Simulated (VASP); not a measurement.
```
CELL_PARAMETERS angstrom
     -0.00386     5.54934     5.54921
      5.54934    -0.00386     5.54921
      2.77274     2.77274     0.00000
ATOMIC_POSITIONS crystal
  In 0.99934 0.99934 0.00133
  P  0.13591 0.13591 0.22819
  P  0.13000 0.60946 0.26054
  P  0.60946 0.13000 0.26054
  P  0.62504 0.62504 0.24993
  Ga 0.00007 0.50030 0.99962
  Ga 0.50030 0.00007 0.99962
  Ga 0.49988 0.49988 0.00024
```

Method: PBEsol GGA, VASP's PBE PAW potentials (set 64) (plane waves; VASP). Settings: 400 eV cut-off, 4×4×8 Γ-centred mesh, tetrahedra with Blöchl corrections, potentials In_d P Ga_d.

The cores are frozen, which limits the accuracy of field gradients.

Question: Give the principal components of the electric field gradient (V/Å²) and the asymmetry η at each nucleus.

Answer: 
```json
[
 {"atom": "In1", "Vxx": "11.3", "Vyy": "3.1", "Vzz": "-14.4", "η": "0.57"},
 {"atom": "P2", "Vxx": "10.2", "Vyy": "1.8", "Vzz": "-12.0", "η": "0.70"},
 {"atom": "P3", "Vxx": "5.5", "Vyy": "5.2", "Vzz": "-10.7", "η": "0.03"},
 {"atom": "P4", "Vxx": "5.5", "Vyy": "5.2", "Vzz": "-10.7", "η": "0.03"},
 {"atom": "P5", "Vxx": "0.4", "Vyy": "0.2", "Vzz": "-0.6", "η": "0.26"},
 {"atom": "Ga6", "Vxx": "-8.1", "Vyy": "-3.7", "Vzz": "11.8", "η": "0.37"},
 {"atom": "Ga7", "Vxx": "-8.1", "Vyy": "-3.7", "Vzz": "11.8", "η": "0.37"},
 {"atom": "Ga8", "Vxx": "-6.5", "Vyy": "-1.4", "Vzz": "7.9", "η": "0.64"}
]
```

The structure was generated: Ga3InP4 was put into an ordered model structure (Amm2), which need not be its known phase. It was relaxed first.
